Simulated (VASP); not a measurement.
The system is CdNiSe3.

```
Cd Ni Se
1.0
     4.76738    0.00000    0.00000
     0.00000    4.76738    0.00000
     0.00000    0.00000    4.76738
Cd Ni Se
1 1 3
Direct
  0.50000 0.50000 0.50000
  0.00000 0.00000 0.00000
  0.50000 0.00000 0.00000
  0.00000 0.50000 0.00000
  0.00000 0.00000 0.50000
```

The cell was built by a generator and needn't be a form met in nature.

```yaml
Program: VASP 6.6.1
Task: relaxation of cell and atoms
Functional: AM05
Potentials_or_basis: VASP PAW PBE potentials, release 64 (Cd, Ni, Se)
Cutoff: 600 eV
k_mesh: 5 × 5 × 5
Occupations: fermi-dirac, width 0.05 eV
Spin: collinear spin, ferromagnetic start
Starting_moments: "[0.0, 1.0, 0.0, 0.0, 0.0] μB"
```

At the start: pressure -3.6 GPa; volume 21.67 Å³/atom.

**Question.** Where does the relaxation end?

**Answer.** Over 3 steps the energy falls by 13.2 meV/atom and the volume is 20.55 Å³/atom (-5.2 %); space group Pm-3m (No. 221, to 0.05 Å); moment 0.00 μB per cell.

Step by step:
| step | energy change (eV) | largest force (eV/Å) | pressure (GPa) | volume (Å³) |
| --- | --- | --- | --- | --- |
| 1 | 0.0000 | 0.0000 | -3.64 | 108.35 |
| 2 | -0.0574 | 0.0000 | 1.42 | 100.81 |
| 3 | -0.0659 | 0.0000 | 0.01 | 102.73 |

Final structure:
```
CELL_PARAMETERS angstrom
4.68345 0.00000 0.00000
0.00000 4.68345 0.00000
0.00000 0.00000 4.68345
ATOMIC_POSITIONS crystal
Cd 0.50000 0.50000 0.50000
Ni 0.00000 0.00000 0.00000
Se 0.50000 0.00000 0.00000
Se 0.00000 0.50000 0.00000
Se 0.00000 0.00000 0.50000
```

Caveat: the PAW data sets were made with another functional, which shifts forces and pressure a little.
